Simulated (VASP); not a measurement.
Crystal: MnRuN2.

```
Mn Ru N
1.0
    -2.23500    2.23500    4.48000
     2.23500   -2.23500    4.48000
     2.23500    2.23500   -4.48000
Mn Ru N
2 2 4
Direct
  0.00000 0.00000 0.00000
  0.75000 0.25000 0.50000
  0.50000 0.50000 0.00000
  0.25000 0.75000 0.50000
  0.62500 0.62500 0.50000
  0.12500 0.12500 0.50000
  0.37500 0.87500 0.00000
  0.87500 0.37500 0.00000
```

The cell was built by a generator and needn't be a form met in nature.

```yaml
Program: VASP 6.6.1
Task: relaxation of cell and atoms
Functional: PBE
Potentials_or_basis: VASP PAW PBE potentials, release 64 (Mn_pv, Ru_pv, N)
Cutoff: 520 eV
k_mesh: 4 × 4 × 4
Occupations: gaussian, width 0.15 eV
Spin: collinear spin, ferromagnetic start
Starting_moments: "[4.0, 4.0, 1.0, 1.0, 0.0, 0.0, 0.0, 0.0] μB"
```

At the start: pressure -3.7 GPa; volume 11.19 Å³/atom.

Q: Where does the relaxation end?

A: Over 5 steps the energy falls by 55.8 meV/atom and the volume is 10.63 Å³/atom (-5.0 %); space group I-42d (No. 122, to 0.05 Å); moment 0.34 μB per cell.

Step by step:
```
step  energy change (eV)  largest force (eV/Å)  pressure (GPa)  volume (Å³)
   1              0.0000                1.2917           -3.70        89.51
   2             -0.2956                0.8418            1.10        86.21
   3             -0.3814                0.5182            6.31        83.43
   4             -0.3516                0.6818           -5.86        87.09
   5             -0.4465                0.0216            0.15        85.05
```

Final structure:
```
CELL_PARAMETERS angstrom
-2.20347 2.20347 4.37919
2.20347 -2.20347 4.37919
2.20347 2.20347 -4.37919
ATOMIC_POSITIONS crystal
Mn 0.00000 0.00000 0.00000
Mn 0.75000 0.25000 0.50000
Ru 0.50000 0.50000 0.00000
Ru 0.25000 0.75000 0.50000
N 0.65868 0.62500 0.53368
N 0.09132 0.12500 0.46632
N 0.37500 0.90868 0.03368
N 0.87500 0.34132 0.96632
```

Caveat: the k mesh is coarse (spacing up to 0.50 Å⁻¹), so the values aren't converged; the moment fell far below its start of 4 μB, so a state of higher moment may lie lower in energy; the relaxation stopped at a loose force limit of 0.08 eV/Å, so its end isn't a converged minimum.
